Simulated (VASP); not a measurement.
Given:

```xyz
2
Lattice="0.0000 2.8743 2.8743 2.8743 0.0000 2.8743 2.8743 2.8743 0.0000" Properties=species:S:1:pos:R:3 pbc="T T T"
Ge     0.0000     0.0000     0.0000
Ge     1.4372     1.4372     1.4372
```

These are PBE GGA, VASP's PBE PAW potentials (set 64) (plane waves; VASP 6.6.1) values and carry that method's errors. Run with 400 eV cut-off, Gaussian smearing of 0.050 eV, potentials Ge_d.

Problem. Give the energies of bands 12 to 17 at the high-symmetry points, in eV from the Fermi level.

Solution. 
```csv
band,Γ,X,U,L,W
12,-0.40,-8.71,-8.14,-7.38,-8.63
13,0.00,-2.91,-4.09,-1.33,-3.68
14,0.00,-2.91,-2.49,-1.33,-3.68
15,0.00,0.81,1.19,0.04,4.14
16,2.53,0.81,3.99,3.72,4.14
17,2.53,9.12,6.93,3.72,4.69
```

It has no gap at this level: it comes out as a metal or semimetal.

Measured: gap 0.79 eV (computed value off by -0.79 eV), as given by Anna Miglio et al., npj Computational Materials (2020), arXiv:2011.12765 [measured zero-point renormalisation of 52 meV added back].

The compound is Ge in the diamond structure. It was relaxed first.
